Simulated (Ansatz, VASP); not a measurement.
# YSn2Au2 in VASP and in Ansatz

```
CELL_PARAMETERS angstrom
0.00000 4.55149 0.00000
4.55149 0.00000 0.00000
2.27574 2.27574 -5.36773
ATOMIC_POSITIONS crystal
Y 0.00000 0.00000 0.00000
Sn 0.37500 0.37500 0.25000
Sn 0.62500 0.62500 0.75000
Au 0.75000 0.25000 0.50000
Au 0.25000 0.75000 0.50000
```

The cell was built by a generator and needn't be a form met in nature.

Alike in both runs: task single point; functional PBE; k mesh 8 × 8 × 8; no spin polarisation.

|  | VASP | Ansatz |
| --- | --- | --- |
| version | VASP 6.6.1 | Ansatz 0.2.0 |
| potentials or method | VASP PAW PBE potentials, release 64 (Y_sv, Sn_d, Au) | PAW plane waves |
| plane-wave cutoff (eV) | 520 | 420 |
| occupations | fermi-dirac, width 0.1 eV | fermi-dirac |
| valence electrons in the cell | 61 | 77 |

VASP gave:

| Property | Result |
| --- | --- |
| pressure (GPa) | 9.3 |
| largest component of the traceless stress (GPa) | 0.16 |
| rms of the force components (eV/Å) | 0.271 |

What did Ansatz give for the same quantities?

Pressure (GPa): 9.4; largest component of the traceless stress (GPa): 0.15; rms of the force components (eV/Å): 0.272.

Atom by atom the forces differ by 0.001 eV/Å (rms over components). The two sets of potentials don't hold the same shells in valence.

The runs have no spin-orbit coupling, so splittings on Au are missing.
